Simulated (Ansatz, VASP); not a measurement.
## C (Graphite 3R) in two plane-wave programs

Wanted: the spread between two codes on one cell, functional and k mesh. The cell is taken from a series of runs on this material, whose earlier steps may have relaxed, scaled, displaced or heated it; both programs get it as it stands.

Program: Ansatz 0.2.0. Level of theory: plane waves, with VASP 6.6.1 beside it; relaxation of cell and atoms at LDA and zone-centre phonons at LDA. Results are calculated unless marked as measured.

## 1. Starting point

The structure is trigonal, space group R-3m (No. 166). Conventional cell: a = 2.446 Å, b = 2.446 Å, c = 9.874 Å, α = 90.00°, β = 90.00°, γ = 120.00°. C has 3 C at 1.41 Å nearest.

Coordinates:

```xyz
2
Lattice="1.2228 0.7060 3.2914 -1.2228 0.7060 3.2914 0.0000 -1.4120 3.2914" Properties=species:S:1:pos:R:3 pbc="T T T"
C     0.0000    0.0000    8.2299
C     0.0000    0.0000    1.6442
```

## 2. VASP: relaxation of cell and atoms, LDA, pair 1

The relaxed volume is the usual yardstick between codes: in a stiff, nearly cubic crystal its relative difference is about their pressure difference at one cell divided by the bulk modulus.

Lines of VASP's logs that name or quote its potential files are left out, and so is its time.

INCAR reads:

```
SYSTEM = C
PREC = Accurate
ENCUT = 600
EDIFF = 1E-07
NELM = 120
ISMEAR = 0
SIGMA = 0.02
LREAL = .FALSE.
ALGO = Normal
GGA = CA
NBANDS = 10
LORBIT = 11
LWAVE = .FALSE.
LCHARG = .FALSE.
ISIF = 3
IBRION = 2
NSW = 80
EDIFFG = -0.005
LASPH = .TRUE.
GGA_COMPAT = .FALSE.
NELMIN = 4
EFERMI = MIDGAP
KPAR = 2
```

POSCAR reads:

```
C
1.0
    1.2228120000      0.7059910000      3.2913670000
   -1.2228120000      0.7059910000      3.2913670000
    0.0000000000     -1.4119820000      3.2913670000
C
2
Direct
    0.8334794226      0.8334794226      0.8334794226
    0.1665203749      0.1665203749      0.1665203749
```

KPOINTS reads:

```
Automatic mesh
0
Gamma
12 12 12
0 0 0
```

PAW data sets: C (LDA family, release 64).

Started as:

```console
> mpirun -np 2 vasp_std
```

Numbers of over 12 decimals in the logs are rounded to 6 here.

The log of the run:

```text
[banner, memory and clock lines left out]
running    2 mpi-ranks, on    1 nodes
 distrk:  each k-point on    1 cores,    2 groups
 distr:  one band on    1 cores,    1 groups

 POSCAR found type information on POSCAR C
 POSCAR found :  1 types and       2 ions
 LDA part: xc-table for (Slater(with rela. corr.)+CA(PZ))
 , standard interpolation
 POSCAR, INCAR and KPOINTS ok, starting setup
 FFT: planning ... GRIDC
 FFT: planning ... GRID_SOFT
 FFT: planning ... GRID
 WAVECAR not read
 entering main loop
       N       E                     dE             d eps       ncg     rms          rms(c)
DAV:   1     0.707333297104E+01    0.70733E+01   -0.50057E+03  3828   0.819E+02
DAV:   2    -0.209968419723E+02   -0.28070E+02   -0.26473E+02  5146   0.145E+02
DAV:   3    -0.216631294637E+02   -0.66629E+00   -0.66510E+00  4724   0.197E+01
DAV:   4    -0.216657100693E+02   -0.25806E-02   -0.25803E-02  4628   0.148E+00
DAV:   5    -0.216657206279E+02   -0.10559E-04   -0.10558E-04  4660   0.837E-02    0.664E+00
DAV:   6    -0.205675966921E+02    0.10981E+01   -0.10687E+00  4170   0.626E+00    0.376E+00
DAV:   7    -0.202305493361E+02    0.33705E+00   -0.10878E+00  4256   0.636E+00    0.103E+00
DAV:   8    -0.202303726898E+02    0.17665E-03   -0.22060E-02  4226   0.106E+00    0.159E-01
DAV:   9    -0.202298710049E+02    0.50168E-03   -0.11320E-03  4342   0.213E-01    0.666E-02
DAV:  10    -0.202298639950E+02    0.70099E-05   -0.10954E-04  4716   0.748E-02    0.298E-02
DAV:  11    -0.202298627001E+02    0.12949E-05   -0.39877E-06  4418   0.145E-02    0.430E-03
DAV:  12    -0.202298627050E+02   -0.49001E-08   -0.48246E-08  3424   0.192E-03
   1 F= -.20229863E+02 E0= -.20229863E+02  d E =-.202299E+02
[... from here on, the cycles between the ionic steps are left out ...]
   2 F= -.20229839E+02 E0= -.20229839E+02  d E =0.235702E-04
   3 F= -.20229885E+02 E0= -.20229885E+02  d E =-.226255E-04
   4 F= -.20229904E+02 E0= -.20229904E+02  d E =-.181785E-04
   5 F= -.20229907E+02 E0= -.20229907E+02  d E =-.215169E-04
   6 F= -.20229918E+02 E0= -.20229918E+02  d E =-.114296E-04
   7 F= -.20229947E+02 E0= -.20229947E+02  d E =-.398430E-04
   8 F= -.20229977E+02 E0= -.20229977E+02  d E =-.701370E-04
 curvature:  -5.15 expect dE=-0.248E-04 dE for cont linesearch -0.254E-05
 ZBRENT: extrapolating
 opt :   3.0150  next Energy=   -20.229979 (dE=-0.726E-04)
 bond charge predicted
       N       E                     dE             d eps       ncg     rms          rms(c)
DAV:   1    -0.202300711208E+02   -0.94130E-04   -0.32272E-03  3970   0.394E-01    0.375E-02
DAV:   2    -0.202300041689E+02    0.66952E-04   -0.97116E-05  4200   0.677E-02    0.200E-02
DAV:   3    -0.202299792576E+02    0.24911E-04   -0.87905E-05  4212   0.547E-02    0.484E-03
DAV:   4    -0.202299791711E+02    0.86525E-07   -0.11656E-06  4196   0.932E-03    0.408E-03
DAV:   5    -0.202299789872E+02    0.18390E-06   -0.28783E-07  4126   0.396E-03    0.503E-04
DAV:   6    -0.202299789863E+02    0.92552E-09   -0.14340E-08  2012   0.886E-04
   9 F= -.20229979E+02 E0= -.20229979E+02  d E =-.721389E-04
 curvature:  -4.95 expect dE=-0.846E-05 dE for cont linesearch -0.138E-07
 trial: gam=-0.09624 g(F)=  0.161E-05 g(S)=  0.101E-06 ort =-0.669E-06 (trialstep = 0.800E+00)
 search vector abs. value=  0.332E-05
 reached required accuracy - stopping structural energy minimisation
```

Parts of OUTCAR (step 2):

```text
ion  position               nearest neighbor table
   1  0.833  0.833  0.833-   2 1.41   2 1.41   2 1.41
   2  0.167  0.167  0.167-   1 1.41   1 1.41   1 1.41

  LATTYP: Found a trigonal (rhomboedric) cell.
 ALAT       =     3.5814507128
 COS(alpha) =     0.7668520719

 Subroutine GETGRP returns: Found 12 space group operations
 (whereof 12 operations were pure point group operations)

The static configuration has the point symmetry D_3d.

 Found    189 irreducible k-points:

   k-points           NKPTS =    189   k-points in BZ     NKDIM =    189   number of bands    NBANDS=     10

   dimension x,y,z NGX =    30 NGY =   30 NGZ =   30
   dimension x,y,z NGXF=    60 NGYF=   60 NGZF=   60

   ENCUT  =  600.0 eV  44.10 Ry    6.64 a.u.   7.15  7.15  7.15*2*pi/ulx,y,z

   NELECT =       8.0000    total number of electrons

 k-points in reciprocal lattice and weights: Automatic mesh
   0.00000000  0.00000000  0.00000000       0.001
   0.08333333 -0.00000000  0.00000000       0.003
   0.16666667  0.00000000  0.00000000       0.003
   0.25000000 -0.00000000 -0.00000000       0.003
   0.33333333 -0.00000000  0.00000000       0.003
   0.41666667  0.00000000  0.00000000       0.003
   0.50000000 -0.00000000 -0.00000000       0.002
   0.08333333  0.08333333  0.00000000       0.003
   0.16666667  0.08333333 -0.00000000       0.007
[...]
-0.41666667  0.50000000  0.41666667       0.003
   0.50000000  0.50000000  0.50000000       0.001

 average (electrostatic) potential at core
       1 -54.5656       2 -54.5656

 E-fermi :   4.9283

 k-point     1 :       0.0000    0.0000    0.0000
  band No.  band energies     occupation
      1     -14.7121      2.00000
      2      -1.5955      2.00000
      3       1.9629      2.00000
      4       1.9629      2.00000
      5       8.9826      0.00000
      6      13.4261      0.00000
      7      13.4261      0.00000
      8      16.4499      0.00000
      9      18.4390      0.00000
    ...

 k-point     2 :       0.0833   -0.0000    0.0000
  band No.  band energies     occupation
      1     -14.5421      2.00000
      2      -1.4271      2.00000
      3       1.3230      2.00000
      4       1.6195      2.00000
      5       9.2250      0.00000
      6      13.5167      0.00000
      7      14.1311      0.00000
      8      15.8647      0.00000
      9      18.7027      0.00000
    ...

 k-point     3 :       0.1667    0.0000    0.0000
  band No.  band energies     occupation
      1     -14.0342      2.00000
      2      -0.9245      2.00000
      3      -0.3010      2.00000
      4       0.8163      2.00000
      5       9.9487      0.00000
      6      13.5470      0.00000
      7      14.3390      0.00000
      8      15.9984      0.00000
      9      19.5182      0.00000
    ...

  Total       -0.0012563     -0.0012563      0.0010174      0.0000000      0.0000000      0.0000000
  in kB       -0.1188964     -0.1188964      0.0962852      0.0000000      0.0000000      0.0000000
  external PRESSURE =      -0.0471692 kB  Pullay stress =       0.0000000 kB

  energy-cutoff  :      600.00
  volume of cell :       16.93
      direct lattice vectors                 reciprocal lattice vectors
     1.223114884  0.706165870  3.266806806     0.408792344  0.236016315  0.102036439
    -1.223114884  0.706165870  3.266806806    -0.408792344  0.236016315  0.102036439
     0.000000000 -1.412331741  3.266806806     0.000000000 -0.472032631  0.102036439

 POSITION                                       TOTAL-FORCE (eV/Angst)
 -----------------------------------------------------------------------------------
      0.00000      0.00000      8.16794         0.000000      0.000000      0.004085
      0.00000      0.00000      1.63248        -0.000000     -0.000000     -0.004085
 -----------------------------------------------------------------------------------
    total drift:                               -0.000000     -0.000000      0.001128

  FREE ENERGIE OF THE ION-ELECTRON SYSTEM (eV)
  ---------------------------------------------------
  free  energy   TOTEN  =       -20.2299789863 eV

  energy  without entropy=      -20.2299789863  energy(sigma->0) =      -20.22997899

 reached required accuracy - stopping structural energy minimisation

 total charge
# of ion       s       p       d       tot
------------------------------------------
    1        0.858   1.815   0.000   2.673
    2        0.858   1.815   0.000   2.673
--------------------------------------------------
tot          1.716   3.630   0.000   5.345

[... 3 further parts left out ...]
```

CONTCAR:

```
C
   1.00000000000000
     1.2231148840372923    0.7061658703008066    3.2668068064195430
    -1.2231148840372923    0.7061658703008066    3.2668068064195430
     0.0000000000000000   -1.4123317406016132    3.2668068064195430
  C
     2
Direct
     0.8334276607504635    0.8334276607504635    0.8334276607504635
     0.1665721367495392    0.1665721367495392    0.1665721367495392
```

## 3. Ansatz: relaxation of cell and atoms, LDA, pair 1

Ansatz runs on its default PAW (the set named soft_2) files.

The same cell, functional (in two slightly different forms), mesh and smearing now go to Ansatz, which takes its cutoff from its data sets.

input.yaml reads:

```yaml
crystal:
  lattice:
    - [1.2228120173, 0.705990849, 3.291366557]
    - [-1.2228120173, 0.705990849, 3.291366557]
    - [0.0, -1.4119816931, 3.2913665581]
  atoms:
    - { symbol: C, position: [0.833479569, 0.833479569, 0.833479569] }
    - { symbol: C, position: [0.166520431, 0.166520431, 0.166520431] }
kpoints:
  mp_grid: { grid: [12, 12, 12] }
hamiltonian:
  xc: lda
scf:
  occupations: { method: gaussian, width: 0.02 }
output:
  forces: true
  stress: true
  eigenvalues: true
relax:
  adjacent_minimum: "off"
  f_tol: 0.005
  max_steps: 80
  cell: { stress_tol: 0.05 }
```

Started as:

```console
> ansatz run input.yaml --threads 4 --pin off --max-ram 9216MiB --backend cpu --events-out ev --progress --plain --runs-dir out
```

The log of the run:

```text
basis.fft_grid_basis auto: the FFT boxes are laid along the combinations [[1, 0, -1], [0, 1, -1], [0, 0, 1]] of the cell's own vectors, 2.446, 2.446 and 3.581 Å long. The dense box has 18×18×24 points. Along the cell's own vectors, as sized, it would have 24×24×24, 1.78 times as many. Of the 12 symmetry operations that the crystal satisfies within crystal.symmetry.tolerance (time reversal apart; of a slab, those that [...]
Engine: ansatz 0.2.0, x86_64-unknown-linux-gnu
Pseudopotentials: kind: paw
Pseudopotential: C, paw, valence charge 4, recommended cutoff 420 eV (normal), C.paw.azcp
Functional definition: SPW92
  exchange = slater_x
  correlation = pw_c
Crystal: 2 atoms, lattice volume = 17.049 Å³
Basis set: ecut = 420 eV, 311 PW (Γ), FFT grids on a1−a3, a2−a3, a3
Bands: 8, of which v1, the nominal top of the filled ones, is band 4 counted from 1 (3 counted from 0)
Symmetry: 12 space group operations
Space group: R-3m (ITA 166), of the structure as read, at distance tolerance 2.6e-5 Å
k-points: 189 of 1728
Non-local potential: C, projectors of the file, l = 0: 2, l = 1: 2, l = 2: 1
PAW form: soft (Blöchl's): semilocal exchange-correlation on the pseudo side does not see the compensation charge
PAW frozen core: C, regenerated for the run's functional, and the local potential with it (the file was generated under x = pbe(κ = 0.804, μ = 0.219515), c = pbe(β = 0.066725))
PAW one-centre angular grid: C, 110 points (default); XC on 64 Gauss nodes
Initial density: superposition of atomic densities (neutral atoms: chi_scale 0, normalization atom), corrected by the library's trained network
Initial wavefunctions: pseudopotential atomic-orbital guess
Functional: x = slater, c = lda
SCF iter   1: F=—  HF=-485.966484 eV  |F-HF|=—  |Δ(HF+E_count)|=         —  Δρ=5.88e-3  dr2=2.18e-3  ethr=1.77e-3  ⟨swp⟩=5.0  Hψ=10074  notcnv=0
preconditioner: auto → none  [insulator: Δε(μ)=0.745 eV  Ē_g=18.456 eV  σ=0.020 eV  W_gap=1.00  n_scr=2 (ndim 8)  ℏωp=25.4 eV  f_vac=0.000  D(μ)=0.00/eV (n_scr^D=0)  ε∞_Penn≈2.9]
SCF iter   2: F=—  HF=-485.966449 eV  |F-HF|=—  |Δ(HF+E_count)|=   3.54e-5  Δρ=2.85e-3  dr2=5.08e-4  ethr=2.72e-5  ⟨swp⟩=2.1  Hψ=3315  notcnv=0
SCF iter   3: F=—  HF=-485.966373 eV  |F-HF|=—  |Δ(HF+E_count)|=   7.64e-5  Δρ=1.82e-4  dr2=7.33e-6  ethr=6.34e-6  ⟨swp⟩=1.0  Hψ=1512  notcnv=0
SCF iter   4: F=—  HF=-485.966370 eV  |F-HF|=—  |Δ(HF+E_count)|=   2.99e-6  Δρ=6.90e-5  dr2=1.09e-6  ethr=9.16e-8  ⟨swp⟩=2.2  Hψ=2202  notcnv=0
iter 5 did not close the SCF: its close was put off for the readings that it lacked (scf_convergence_deferred on its scf_iter line)
SCF iter   5: F=-485.966369 eV  HF=-485.966369 eV  |F-HF|=7.26e-9  |Δ(HF+E_count)|=   4.78e-7  Δρ=8.76e-6  dr2=1.13e-8  ethr=1.36e-8  ⟨swp⟩=2.2  Hψ=2223  notcnv=0
SCF iter   6: F=-485.966369 eV  HF=-485.966369 eV  |F-HF|=5.09e-10  |Δ(HF+E_count)|=   4.55e-9  Δρ=2.47e-6  dr2=7.63e-10  ethr=1.41e-10  ⟨swp⟩=2.1  Hψ=5011  notcnv=0
SCF 1 converged in 6 iterations: F = -485.966369 eV  dr2 = 7.63e-10
  greatest PAW one-centre occupation: 0.670 electrons in one spin orbital (limit 2), on the C atom at site 1 (counted from 0), in its partial waves of l = 0
relax step   1: F+E_penalty+E_count = -485.96636909 eV  Δ(F+E_penalty+E_count) = +0.000e0 eV  max|allowed force component| = 1.631e-2 eV/Å  Δτ_max = 0.0000 Å  P = -0.190 GPa  Ω = 17.049 Å³  (6 SCF iters, dr2 threshold 1.00e-7 eV, accepted)
[...]
relax step   4: F+E_penalty+E_count = -485.96640993 eV  Δ(F+E_penalty+E_count) = -2.732e-5 eV  max|allowed force component| = 1.951e-4 eV/Å  Δτ_max = 0.0000 Å  P = -0.002 GPa  Ω = 17.049 Å³  stress off target by 1.10e-1 GPa  SCF on the basis re-selected at this cell (its energy is not comparable with the rows above)  (8 SCF iters)
[...]
relax step   5: F+E_penalty+E_count = -485.96627527 eV  Δ(F+E_penalty+E_count) = +1.347e-4 eV  max|allowed force component| = 1.395e-4 eV/Å  Δτ_max = 0.0000 Å  P = +0.031 GPa  Ω = 17.077 Å³  energy of the carried Pulay correction = -1.483e-4 eV  (6 SCF iters, dr2 threshold 3.00e-8 eV, accepted)
[...]
relax step   6: F+E_penalty+E_count = -485.96637657 eV  Δ(F+E_penalty+E_count) = -1.013e-4 eV  max|allowed force component| = 6.850e-5 eV/Å  Δτ_max = 0.0000 Å  P = +0.033 GPa  Ω = 17.077 Å³  stress off target by 4.60e-2 GPa  SCF on the basis re-selected at this cell (its energy is not comparable with the rows above)  (8 SCF iters)
basis re-selected at this cell: Δ(F+E_penalty+E_count) = -1.013e-4 eV, ΔP = +0.002 GPa vs the last step (what re-selecting the basis moved, of the pressure what is left beyond the Pulay correction that the steps carried, after the strain that the cell walked since its last selection, with what the two solves' SCF thresholds leave and, on support functions, any second-order correction that the steps lacked; it is no m [...]
SCF converged after 8 iterations
Free energy (F): -485.966377 eV
Harris-Foulkes:  -485.966377 eV  (|F-HF|=2.84e-13)
Internal energy: -485.966377 eV  (E = F + TS)
E sigma→0 (E₀):  -485.966377 eV
Fermi energy:    7.062635 eV
--- Per-component energies (eV) ---
  E_band       = -16.491724
  E_kinetic    = 183.087122
  E_local      = -301.603520  (includes V_loc(G=0)·N_el)
  E_nonlocal   = 57.146424
  E_hartree    = 89.483111
  E_xc         = -95.369543
  E_vxc        = -118.585213  (∫ρ·V_xc dr)
  E_paw        = -183.924832  (= ΣΔE_a)
  E_vpaw       = -15.502778  (= ΣTr[D̂ρ^β])
  E_aug_tail   = 0.000019  (compensation charges beyond the density's cutoff)
  E_ewald      = -234.910823
  E_core_change = 0.125665  (= ΣΔE_core)
  E_smearing   = -0.000000  (= −TS)
  E_closure    = -0.000000  (closes the sum)
  Σ components = -485.966377   (vs F -485.966377, Δ=0.00e0)
--- Forces (eV/Å), atoms counted from 1 ---
  atom   1  C      0.00000000     0.00000000     0.00006850
  atom   2  C      0.00000000    -0.00000000    -0.00006850
  max |Σ_I F_I| component: 1.36e-20 eV/Å
--- Stress (GPa, compression-positive) ---
        0.026813       0.000000       0.000000
        0.000000       0.026813       0.000000
        0.000000       0.000000       0.046035
  P = ⅓ Tr σ = 0.0332 GPa (0.332 kbar)
--- Band table (eV; the first three rows and the last of 189) ---
  k-point 0: bands = ["-12.5805", "0.4599", "4.0994", "4.0994", "11.0299", "15.5857", "15.5857", "18.5955"]
  k-point 1: bands = ["-12.4108", "0.6303", "3.4570", "3.7534", "11.2719", "15.6747", "16.2901", "18.0078"]
  k-point 2: bands = ["-11.9037", "1.1394", "1.8297", "2.9454", "11.9948", "15.7014", "16.4812", "18.1557"]
  k-point 188: bands = ["-12.2200", "-1.7561", "4.0774", "4.0774", "15.5257", "15.5257", "17.5422", "18.8311"]
--- Relaxed structure (4 steps of the walk, 4 accepted, 2 SCFs on fresh bases) ---
  F+E_penalty+E_count = -485.96637657 eV   max|allowed force component| = 6.850e-5 eV/Å   (the final SCF, on the basis selected at the relaxed cell)
  cell:  # Å, volume = 17.0773 Å³
    - [1.222473, 0.705795, 3.298753]
    - [-1.222473, 0.705795, 3.298753]
    - [0, -1.411591, 3.298753]
  atoms:
    - { symbol: C, position: [0.833429, 0.833429, 0.833429] }
    - { symbol: C, position: [0.166571, 0.166571, 0.166571] }
```

## 4. Comparison

Known differences besides the potentials themselves: the two LDA forms differ slightly; the cutoff is 420 eV in Ansatz and 600 eV in VASP; VASP's log shows a relativistic correction to its local exchange, Ansatz's none; Ansatz adds a Pulay correction to the stress that steers its cell, VASP none. Total energies have different zeros and are not compared.

The two programs side by side:

```
                                         quantity  Ansatz   VASP  difference
                                      volume (Å³)   17.08  16.93     +0.87 %
edge a after relaxation, in the typed setting (Å)   3.588  3.559     +0.82 %
```

## 5. Ansatz: relaxation of cell and atoms, LDA, pair 2

The relaxed volume is the usual yardstick between codes: in a stiff, nearly cubic crystal its relative difference is about their pressure difference at one cell divided by the bulk modulus.

The cell is taken from a series of runs on this material, whose earlier steps may have relaxed, scaled, displaced or heated it; both programs get it as it stands.

input.yaml, the sections that differ from step 3:

```yaml
crystal:
  lattice:
    - [1.2224734208, 0.7057953602, 3.2987534425]
    - [-1.2224734208, 0.7057953602, 3.2987534425]
    - [0.0, -1.4115907155, 3.2987534436]
  atoms:
    - { symbol: C, position: [0.8334292625, 0.8334292625, 0.8334292625] }
    - { symbol: C, position: [0.1665707375, 0.1665707375, 0.1665707375] }
scf:
  occupations: { method: fixed }
relax:
  adjacent_minimum: "off"
  f_tol: 0.001
  max_steps: 60
  cell: { stress_tol: 0.01 }
# kpoints, hamiltonian, output: as in step 3
```

The log of the run:

```text
[...]
Crystal: 2 atoms, lattice volume = 17.077 Å³
Basis set: ecut = 420 eV, 311 PW (Γ), FFT grids on a1−a3, a2−a3, a3
Bands: 8, of which v1, the nominal top of the filled ones, is band 4 counted from 1 (3 counted from 0)
Symmetry: 12 space group operations
[...]
k-points: 189 of 1728
[...]
P = ⅓ Tr σ = 0.0022 GPa (0.022 kbar)
--- Band table (eV; the first three rows and the last of 189) ---
[...]
--- Relaxed structure (4 steps of the walk, 4 accepted, 2 SCFs on fresh bases) ---
[...]
cell:  # Å, volume = 17.1000 Å³
    - [1.222502, 0.705812, 3.302979]
    - [-1.222502, 0.705812, 3.302979]
    - [0, -1.411624, 3.302979]
  atoms:
    - { symbol: C, position: [0.833429, 0.833429, 0.833429] }
    - { symbol: C, position: [0.166571, 0.166571, 0.166571] }
[key lines of the parts left out:]
SCF converged after 5 iterations
Free energy (F): -485.966406 eV
Fermi energy:    6.683624 eV
```

[end of part 1 of 2]

[Lines on the potential files, build, host, timing and source positions are cut from VASP's logs without a mark.]

[Logs are printed without paths, hosts, clocks, repeated set-up lines and the standing remarks that a program may print on its own settings, such as how far it seeks lower states.]

[Hosts, paths, dates, database ids (printed as entryN), source tags and the programs' standing remarks are cut or masked in the printed files.]
